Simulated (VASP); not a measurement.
## A vacancy on the Sn site in a supercell of Nb3Sn

How easily does a vacancy on the Sn site form in Nb3Sn? The host is relaxed first, then a supercell is run with and without the defect. The start is a cell from a database of measured crystal structures.

Method: r2SCAN; plane waves and PAW (Sn, Nb_pv), in the first sound run; inputs show where later runs differ, in VASP 6.6.1.

Most raw output is cut from this account.

### 1. The host crystal

The structure is cubic, space group Pm-3n (No. 223). The conventional cell has a = 5.282 Å, b = 5.282 Å, c = 5.282 Å, α = 90.00°, β = 90.00°, γ = 90.00°. Nearest to Sn lie 12 Nb at 2.95 Å. Nearest to Nb lie 2 Nb at 2.64 Å and 4 Sn at 2.95 Å. Farther neighbours are not listed.

Coordinates:

```xyz
8
Lattice="5.2821 0.0000 0.0000 0.0000 5.2821 0.0000 0.0000 0.0000 5.2821" Properties=species:S:1:pos:R:3 pbc="T T T"
Sn    2.6410    2.6410    2.6410
Sn    0.0000    0.0000    0.0000
Nb    0.0000    2.6410    1.3205
Nb    0.0000    2.6410    3.9616
Nb    2.6410    1.3205    0.0000
Nb    3.9616    0.0000    2.6410
Nb    2.6410    3.9616    0.0000
Nb    1.3205    0.0000    2.6410
```

### 2. The host at zero pressure

The later steps need the crystal at this functional's own lattice; a raised cutoff keeps the stress reliable while the cell changes.

Contents of INCAR:

```
SYSTEM = Nb3Sn
PREC = Accurate
ENCUT = 350
EDIFF = 1E-06
NELM = 120
ISMEAR = 1
SIGMA = 0.15
LREAL = .FALSE.
ALGO = Normal
METAGGA = R2SCAN
LASPH = .TRUE.
NBANDS = 45
LORBIT = 11
LWAVE = .FALSE.
LCHARG = .FALSE.
KPAR = 4
IBRION = 2
NSW = 40
ISIF = 3
EDIFFG = -0.02
POTIM = 0.4
```

Contents of POSCAR:

```
Nb3Sn
1.0
    5.2821000000      0.0000000000      0.0000000000
    0.0000000000      5.2821000000      0.0000000000
    0.0000000000      0.0000000000      5.2821000000
Sn Nb
2 6
Direct
    0.5000000000      0.5000000000      0.5000000000
    0.0000000000      0.0000000000      0.0000000000
    0.0000000000      0.5000000000      0.2500000000
    0.0000000000      0.5000000000      0.7500000000
    0.5000000000      0.2500000000      0.0000000000
    0.7500000000      0.0000000000      0.5000000000
    0.5000000000      0.7500000000      0.0000000000
    0.2500000000      0.0000000000      0.5000000000
```

Contents of KPOINTS:

```
Automatic mesh
0
Gamma
5 5 5
0 0 0
```

PAW data sets: Sn and Nb_pv (PBE family, release 64).

The run is started by

```sh
> mpirun -np 4 vasp_std
```

Wall time 2.6 min (4 MPI ranks of Intel Xeon Platinum 8488C (Sapphire Rapids), shared host); peak memory 0.83 GiB; 10 min of CPU time.

The k-mesh is coarse for a metal. The PAW data sets were made with PBE, which is usual practice but a small mismatch for other functionals. The data set Sn keeps the semicore shell frozen, which is cheaper and a little less accurate. The run keeps the 48 symmetry operations of its start, so it cannot find a distortion of lower symmetry.

Relaxation path:

| step | energy less that of the first step (eV) | largest force (eV/Å) | pressure (GPa) | volume (Å³) |
| --- | --- | --- | --- | --- |
| 1 | 0.0000 | 0.0000 | 4.32 | 147.37 |
| 2 | 0.0402 | 0.0000 | -5.33 | 156.02 |
| 3 | -0.0469 | 0.0000 | -0.03 | 150.96 |

| conventional cell, symmetrised | before | after | change |
| --- | --- | --- | --- |
| a (Å) | 5.282 | 5.325 | +0.8 % |
| b (Å) | 5.282 | 5.325 | +0.8 % |
| c (Å) | 5.282 | 5.325 | +0.8 % |
| volume (Å³/atom) | 18.42 | 18.87 | +2.4 % |

Final coordinates:

```xyz
8
Lattice="5.3246 0.0000 0.0000 0.0000 5.3246 0.0000 0.0000 0.0000 5.3246" Properties=species:S:1:pos:R:3 pbc="T T T"
Sn    2.6623    2.6623    2.6623
Sn    0.0000    0.0000    0.0000
Nb    0.0000    2.6623    1.3311
Nb    0.0000    2.6623    3.9934
Nb    2.6623    1.3311    0.0000
Nb    3.9934    0.0000    2.6623
Nb    2.6623    3.9934    0.0000
Nb    1.3311    0.0000    2.6623
```

This step gave:

```yaml
electronic_cycles: 36
electrons: 74
free_energy_toten: -199.6028 eV
energy_at_zero_smearing: -199.5901 eV
fermi_energy: 5.643 eV
labelled_metallic_from_the_levels_on_this_mesh: yes
```

The run ended after 3 ionic steps, 0.047 eV below its first step, once forces and stress met EDIFFG = -0.02.

### 3. The perfect supercell

System of this step: Nb3Sn. It takes space group Pm-3n (No. 223, cubic). The conventional cell has a = 5.325 Å, b = 5.325 Å, c = 5.325 Å, α = 90.00°, β = 90.00°, γ = 90.00°. Nearest to Sn lie 12 Nb at 2.98 Å. Nearest to Nb lie 2 Nb at 2.66 Å and 4 Sn at 2.98 Å. Farther neighbours are not listed.

The same cell, mesh and cutoff without the defect give the energy to subtract and, in a gapped host, the band edges to count from, so that most errors cancel.

Contents of INCAR:

```
SYSTEM = Nb3Sn
PREC = Normal
ENCUT = 300
EDIFF = 1E-05
NELM = 120
ISMEAR = 1
SIGMA = 0.2
LREAL = Auto
ALGO = Normal
METAGGA = R2SCAN
LASPH = .TRUE.
NBANDS = 172
LORBIT = 11
LWAVE = .FALSE.
LCHARG = .FALSE.
KPAR = 4
```

Contents of POSCAR:

```
Nb3Sn
1.0
   -5.3245933642      5.3245933642      5.3245933642
    5.3245933642     -5.3245933642      5.3245933642
    5.3245933642      5.3245933642     -5.3245933642
Sn Nb
8 24
Direct
    0.5000000000      0.5000000000      0.5000000000
    0.0000000000      0.0000000000      0.5000000000
    0.0000000000      0.5000000000      0.0000000000
    0.5000000000      0.0000000000      0.0000000000
    0.0000000000      0.0000000000      0.0000000000
    0.5000000000      0.5000000000      0.0000000000
    0.5000000000      0.0000000000      0.5000000000
    0.0000000000      0.5000000000      0.5000000000
    0.3750000000      0.1250000000      0.2500000000
    0.8750000000      0.6250000000      0.2500000000
    0.8750000000      0.1250000000      0.7500000000
    0.3750000000      0.6250000000      0.7500000000
    0.6250000000      0.3750000000      0.2500000000
    0.1250000000      0.8750000000      0.2500000000
    0.1250000000      0.3750000000      0.7500000000
    0.6250000000      0.8750000000      0.7500000000
    0.1250000000      0.2500000000      0.3750000000
    0.6250000000      0.7500000000      0.3750000000
    0.6250000000      0.2500000000      0.8750000000
    0.1250000000      0.7500000000      0.8750000000
    0.2500000000      0.6250000000      0.3750000000
    0.7500000000      0.1250000000      0.3750000000
    0.7500000000      0.6250000000      0.8750000000
    0.2500000000      0.1250000000      0.8750000000
    0.3750000000      0.2500000000      0.6250000000
    0.8750000000      0.7500000000      0.6250000000
    0.8750000000      0.2500000000      0.1250000000
    0.3750000000      0.7500000000      0.1250000000
    0.2500000000      0.3750000000      0.1250000000
    0.7500000000      0.8750000000      0.1250000000
    0.7500000000      0.3750000000      0.6250000000
    0.2500000000      0.8750000000      0.6250000000
```

Contents of KPOINTS:

```
Automatic mesh
0
Gamma
3 3 3
0 0 0
```

The run is started by

```sh
> mpirun -np 4 vasp_std
```

Elapsed: 3.6 min, on 4 MPI ranks; peak memory 1.4 GiB.

This step gave:

* electronic cycles: 14
* electrons: 296
* free energy (TOTEN): -798.6236 eV
* energy at zero smearing: -798.5870 eV
* Fermi energy: 5.684 eV

The host is treated as a metal, as its relaxation found a gap under 0.3 eV or none, and only the neutral defect is run.

### 4. Reference Sn

This step: r2SCAN; plane waves and PAW (Sn) (VASP 6.6.1).

System of this step: Sn. The structure is tetragonal, space group I4_1/amd (No. 141). The conventional cell has a = 5.820 Å, b = 5.820 Å, c = 3.178 Å, α = 90.00°, β = 90.00°, γ = 90.00°. Sn has 6 Sn at 3.02 to 3.18 Å nearest.

The reference for Sn is its crystal, relaxed at the cutoff of the large cell.

Contents of INCAR:

```
SYSTEM = Sn
PREC = Normal
ENCUT = 300
EDIFF = 1E-05
NELM = 120
ISMEAR = 1
SIGMA = 0.1
LREAL = Auto
ALGO = Normal
METAGGA = R2SCAN
LASPH = .TRUE.
NBANDS = 10
LORBIT = 11
LWAVE = .FALSE.
LCHARG = .FALSE.
KPAR = 4
IBRION = 2
NSW = 25
ISIF = 3
EDIFFG = -0.02
POTIM = 0.4
```

Contents of POSCAR:

```
Sn
1.0
   -2.9100000000      2.9100000000      1.5888600000
    2.9100000000     -2.9100000000      1.5888600000
    2.9100000000      2.9100000000     -1.5888600000
Sn
2
Direct
    0.0000000000      0.0000000000      0.0000000000
    0.2500000000      0.7500000000      0.5000000000
```

Contents of KPOINTS:

```
Automatic mesh
0
Gamma
10 10 10
0 0 0
```

The projector-augmented-wave data sets are Sn (PBE family, release 64).

The run is started by

```sh
> mpirun -np 4 vasp_std
```

The job ended after 2.2 min (4 MPI ranks; peak memory 0.6 GiB).

The run keeps the 16 symmetry operations of its start, so it cannot find a distortion of lower symmetry.

The steps of the relaxation:

| step | energy less that of the first step (eV) | largest force (eV/Å) | pressure (GPa) | volume (Å³) |
| --- | --- | --- | --- | --- |
| 1 | 0.0000 | 0.0000 | 1.40 | 53.82 |
| 2 | -0.0063 | 0.0000 | -0.25 | 55.29 |
| 3 | -0.0064 | 0.0000 | -0.11 | 55.16 |
| 4 | -0.0072 | 0.0000 | -0.12 | 55.14 |
| 5 | -0.0076 | 0.0000 | -0.05 | 55.10 |
| 6 | -0.0080 | 0.0000 | -0.11 | 55.12 |
| 7 | -0.0080 | 0.0000 | -0.10 | 55.11 |
| 8 | -0.0081 | 0.0000 | -0.11 | 55.12 |
| 9 | -0.0081 | 0.0000 | -0.14 | 55.12 |
| 10 | -0.0081 | 0.0000 | -0.14 | 55.12 |
| 11 | -0.0080 | 0.0000 | 0.15 | 54.91 |
| 12 | -0.0081 | 0.0000 | 0.03 | 55.05 |

| conventional cell, symmetrised | before | after | change |
| --- | --- | --- | --- |
| a (Å) | 5.820 | 5.906 | +1.5 % |
| b (Å) | 5.820 | 5.906 | +1.5 % |
| c (Å) | 3.178 | 3.157 | -0.7 % |
| volume (Å³/atom) | 26.91 | 27.53 | +2.3 % |

Final coordinates:

```
Sn
1.0
    -2.95284    2.95284    1.57851
     2.95284   -2.95284    1.57851
     2.95284    2.95284   -1.57851
Sn
2
Direct
  0.00000 0.00000 0.00000
  0.25000 0.75000 0.50000
```

This step gave:

| Property | Result |
| --- | --- |
| electronic cycles | 49 |
| electrons | 8 |
| free energy (TOTEN) | -49.26 eV |
| energy at zero smearing | -49.26 eV |
| Fermi energy | 5.097 eV |

The run ended after 12 ionic steps, 0.008 eV below its first step, once forces and stress met EDIFFG = -0.02.

Energy at zero smearing: -49.25781 eV.

### 5. Reference Nb

This step: r2SCAN; plane waves and PAW (Nb_pv) (VASP 6.6.1).

System of this step: Nb. Symmetry: Im-3m, No. 229, cubic system. The conventional cell has a = 3.300 Å, b = 3.300 Å, c = 3.300 Å, α = 90.00°, β = 90.00°, γ = 90.00°. Nearest to Nb lie 8 Nb at 2.86 Å.

Nb is not exchanged here; its energy serves the host's formation enthalpy.

Changes to INCAR since step 4:

```diff
@@ -1,2 +1,2 @@
-SYSTEM = Sn
+SYSTEM = Nb
 PREC = Normal
@@ -11,3 +11,3 @@
 LASPH = .TRUE.
-NBANDS = 10
+NBANDS = 11
 LORBIT = 11
```

Contents of POSCAR:

```
Nb
1.0
   -1.6500000000      1.6500000000      1.6500000000
    1.6500000000     -1.6500000000      1.6500000000
    1.6500000000      1.6500000000     -1.6500000000
Nb
1
Direct
    0.0000000000      0.0000000000      0.0000000000
```

Contents of KPOINTS:

```
Automatic mesh
0
Gamma
11 11 11
0 0 0
```

PAW data sets: Nb_pv (PBE family, release 64).

The run is started by

```sh
> mpirun -np 4 vasp_std
```

It took 13 s on 4 MPI ranks; peak memory 0.41 GiB; 49 s of CPU time.

This run has no spin polarisation. Its electron count is odd, so without a moment it is a metal by construction.

Relaxation path:

| step | energy less that of the first step (eV) | largest force (eV/Å) | pressure (GPa) | volume (Å³) |
| --- | --- | --- | --- | --- |
| 1 | 0.0000 | 0.0000 | 3.74 | 17.97 |
| 2 | 0.0055 | 0.0000 | -5.27 | 18.86 |
| 3 | -0.0038 | 0.0000 | -0.10 | 18.31 |

| conventional cell, symmetrised | before | after | change |
| --- | --- | --- | --- |
| a (Å) | 3.300 | 3.321 | +0.6 % |
| b (Å) | 3.300 | 3.321 | +0.6 % |
| c (Å) | 3.300 | 3.321 | +0.6 % |
| volume (Å³/atom) | 17.97 | 18.31 | +1.9 % |

The relaxed structure:

```xyz
1
Lattice="-1.6603 1.6603 1.6603 1.6603 -1.6603 1.6603 1.6603 1.6603 -1.6603" Properties=species:S:1:pos:R:3 pbc="T T T"
Nb    0.0000    0.0000    0.0000
```

Numbers from this step:

```yaml
electronic_cycles: 24
electrons: 11
free_energy_toten: -24.71 eV
fermi_energy: 4.775 eV
```

The run ended after 3 ionic steps, 0.004 eV below its first step, once forces and stress met EDIFFG = -0.02.

Energy at zero smearing: -24.71165 eV.

### 6. Relaxing the defect

This step: r2SCAN; plane waves and PAW (Sn, Nb_pv) (VASP 6.6.1).

System of this step: Nb24Sn7. The cell holds 31 atoms: 7 Sn and 24 Nb. Cell: a = 9.222 Å, b = 9.222 Å, c = 9.222 Å, α = 109.5°, β = 109.5°, γ = 109.5°. It derives from Nb3Sn. Nearest the centre at fractional (0.500, 0.500, 0.500): Nb17 at 2.98 Å, Nb8 at 2.98 Å, Nb11 at 2.98 Å, Nb15 at 2.98 Å, Nb16 at 2.98 Å, Nb24 at 2.98 Å, Nb20 at 2.98 Å, Nb12 at 2.98 Å.

The host is treated as a metal, since its gap is under 0.3 eV or closed. The run keeps 24 symmetry operations, which cuts the number of k-points but bars distortions that break them. The atoms relax at the host's fixed cell.

Contents of INCAR:

```
SYSTEM = Nb24Sn7
PREC = Normal
ENCUT = 300
EDIFF = 1E-05
NELM = 120
ISMEAR = 1
SIGMA = 0.2
LREAL = Auto
ALGO = Normal
METAGGA = R2SCAN
LASPH = .TRUE.
NBANDS = 172
LORBIT = 11
LWAVE = .FALSE.
LCHARG = .TRUE.
KPAR = 4
IBRION = 2
NSW = 50
ISIF = 2
EDIFFG = -0.03
POTIM = 0.4
MAXMIX = 40
ISYM = 2
```

Contents of POSCAR:

```
Nb24Sn7
1.0
   -5.3245933642      5.3245933642      5.3245933642
    5.3245933642     -5.3245933642      5.3245933642
    5.3245933642      5.3245933642     -5.3245933642
Sn Nb
7 24
Direct
    0.0000000000      0.0000000000      0.5000000000
    0.0000000000      0.5000000000      0.0000000000
    0.5000000000      0.0000000000      0.0000000000
    0.0000000000      0.0000000000      0.0000000000
    0.5000000000      0.5000000000      0.0000000000
    0.5000000000      0.0000000000      0.5000000000
    0.0000000000      0.5000000000      0.5000000000
    0.3750000000      0.1250000000      0.2500000000
    0.8750000000      0.6250000000      0.2500000000
    0.8750000000      0.1250000000      0.7500000000
    0.3750000000      0.6250000000      0.7500000000
    0.6250000000      0.3750000000      0.2500000000
    0.1250000000      0.8750000000      0.2500000000
    0.1250000000      0.3750000000      0.7500000000
    0.6250000000      0.8750000000      0.7500000000
    0.1250000000      0.2500000000      0.3750000000
    0.6250000000      0.7500000000      0.3750000000
    0.6250000000      0.2500000000      0.8750000000
    0.1250000000      0.7500000000      0.8750000000
    0.2500000000      0.6250000000      0.3750000000
    0.7500000000      0.1250000000      0.3750000000
    0.7500000000      0.6250000000      0.8750000000
    0.2500000000      0.1250000000      0.8750000000
    0.3750000000      0.2500000000      0.6250000000
    0.8750000000      0.7500000000      0.6250000000
    0.8750000000      0.2500000000      0.1250000000
    0.3750000000      0.7500000000      0.1250000000
    0.2500000000      0.3750000000      0.1250000000
    0.7500000000      0.8750000000      0.1250000000
    0.7500000000      0.3750000000      0.6250000000
    0.2500000000      0.8750000000      0.6250000000
```

Contents of KPOINTS:

```
Automatic mesh
0
Gamma
3 3 3
0 0 0
```

Potentials, in the order of the species: Sn and Nb_pv (PBE family, release 64).

The run is started by

```sh
> mpirun -np 4 vasp_std
```

It took 19 min on 4 MPI ranks; peak memory 1.5 GiB.

The run keeps the 24 symmetry operations of its start, so it cannot find a distortion of lower symmetry.

Step by step:

| step | energy less that of the first step (eV) | largest force (eV/Å) |
| --- | --- | --- |
| 1 | 0.0000 | 0.2206 |
| 2 | -0.0262 | 0.1180 |
| 3 | -0.0430 | 0.0817 |
| 4 | -0.0430 | 0.0754 |
| 5 | -0.0480 | 0.0575 |
| 6 | -0.0508 | 0.0347 |
| 7 | -0.0515 | 0.0592 |
| 8 | -0.0520 | 0.0418 |
| 9 | -0.0520 | 0.0445 |
| 10 | -0.0532 | 0.0156 |

The atoms that moved most (Å):

| atom | dx | dy | dz | length |
| --- | --- | --- | --- | --- |
| Nb24 | 0.000 | -0.008 | 0.032 | 0.033 |
| Nb12 | 0.032 | 0.000 | -0.008 | 0.033 |
| Nb20 | -0.008 | 0.032 | 0.000 | 0.033 |
| Nb17 | 0.000 | 0.008 | -0.032 | 0.033 |
| Nb30 | 0.008 | -0.032 | 0.000 | 0.033 |
| Nb11 | -0.032 | 0.000 | 0.008 | 0.033 |
| Nb8 | 0.032 | 0.000 | 0.008 | 0.033 |
| Nb16 | 0.000 | 0.008 | 0.032 | 0.033 |

The relaxed structure:

```xyz
31
Lattice="-5.3246 5.3246 5.3246 5.3246 -5.3246 5.3246 5.3246 5.3246 -5.3246" Properties=species:S:1:pos:R:3 pbc="T T T"
Sn    2.6623    2.6623   -2.6623
Sn    2.6623   -2.6623    2.6623
Sn   -2.6623    2.6623    2.6623
Sn    0.0000    0.0000    0.0000
Sn    0.0000    0.0000    5.3246
Sn    0.0000    5.3246    0.0000
Sn    5.3246    0.0000    0.0000
Nb    0.0316    2.6623    1.3390
Nb   -0.0050    2.6623    6.6378
Nb    0.0050    7.9869    1.3132
Nb    5.2930    2.6623    1.3390
Nb    0.0316    2.6623    3.9856
Nb    5.3196   -2.6623    4.0114
Nb    5.3296    2.6623   -1.3132
Nb    5.2930    2.6623    3.9856
Nb    2.6623    1.3390    0.0316
Nb    2.6623    1.3390    5.2930
Nb    2.6623    6.6378   -0.0050
Nb    7.9869    1.3132    0.0050
Nb    3.9856    0.0316    2.6623
Nb   -1.3132    5.3296    2.6623
Nb    3.9856    5.2930    2.6623
Nb    4.0114    5.3196   -2.6623
Nb    2.6623    3.9856    0.0316
Nb    2.6623    3.9856    5.2930
Nb   -2.6623    4.0114    5.3196
Nb    2.6623   -1.3132    5.3296
Nb    1.3390    0.0316    2.6623
Nb    1.3132    0.0050    7.9869
Nb    1.3390    5.2930    2.6623
Nb    6.6378   -0.0050    2.6623
```

This step gave:

| Quantity | Value |
| --- | --- |
| electronic cycles | 71 |
| electrons | 292 |
| free energy (TOTEN) | -769.1610 eV |
| energy at zero smearing | -769.1416 eV |
| Fermi energy | 5.349 eV |

Valence density in the ac plane at fractional y = 0.500, through the centre, with atoms of Sn within 0.45 Å of it. It is the smooth field of the valence electrons, not physical close to the nuclei.

Ten even steps from '0' (-0.13 e/Å³) to '9' (0.74 e/Å³), each cell a mean:
```
12443333344211244333334431
34433333344333443333334433
44334554444444433455434444
33347875444443334787544444
33469975444333346897544333
33457766654333345776665433
33345568985333334456886433
33344468974332223346996433
44444456653222222235764334
44444344432222222234443344
12444333322211122233333443
01343333322111122233334431
12443333222111122233334431
34433443222111222334334433
44334554322222223455434444
33347875322222234787544444
33458975433333346997544433
33456766654333346776665433
33344568975333344556897533
33334468974333334446897433
44444456643344444445664334
44444344433444444434443344
12344333334432244433333443
01343333344310134333334431
```
Columns run along a (9.2 Å), rows up along c (9.2 Å). Atoms in or near the plane, at fractional coordinates: Sn at (0.00, 0.00), Sn at (0.50, 0.00), Sn at (0.00, 0.50).

The run ended after 10 ionic steps, 0.053 eV below its first step, once the forces on the free atoms met EDIFFG = -0.03.

The 12 first neighbours (Nb) lie 2.98 Å from the site in the perfect crystal and 2.94 Å on average after the relaxation (-1.1 %).

### 7. Formation energies

This step: point defect, r2SCAN; plane waves and PAW (VASP 6.6.1).

This step runs nothing: it gathers the runs above.

Numbers from this step:

```yaml
formation_energy_of_the_neutral_defect: 4.816 eV
host_formation_enthalpy: -0.2649 eV/atom
```

Formation energy:

| formation energy (eV) | largest move (Å) |
| --- | --- |
| 4.816 | 0.03255 |

E_f is E(defect cell) less E(perfect cell), corrected for the atoms exchanged with their references.

References, in eV an atom: Sn -24.629 (crystal I4_1/amd) and Nb -24.712 (crystal Im-3m). They were run at the supercell's cutoff and functional, without U, and count both elements from their own phases.

### 8. Summary of results

```
formation energy at charge 0 : 4.816 eV
host formation enthalpy      : -0.265 eV/atom
```

A vacancy on the Sn site costs 4.82 eV, with every exchanged atom at the energy of its element. The 12 first neighbours (Nb) lie 2.98 Å from the site in the perfect crystal and 2.94 Å on average after the relaxation (-1.1 %). With metallic smearing the value can move by tenths of an eV with the k mesh. The supercell of 32 atoms is small, so interactions between images remain.

[Lines on the potential files, build, host, timing and source positions are cut from VASP's logs without a mark.]

[Logs are printed without paths, hosts, clocks, repeated set-up lines and the standing remarks that a program may print on its own settings, such as how far it seeks lower states.]

[Hosts, paths, dates, database ids (printed as entryN), source tags and the programs' standing remarks are cut or masked in the printed files.]

[In band tables of VASP the shares of atoms and orbitals are scaled to a sum of 1 inside the atoms' spheres.]

[Runs that stopped without an error message from VASP are left out.]
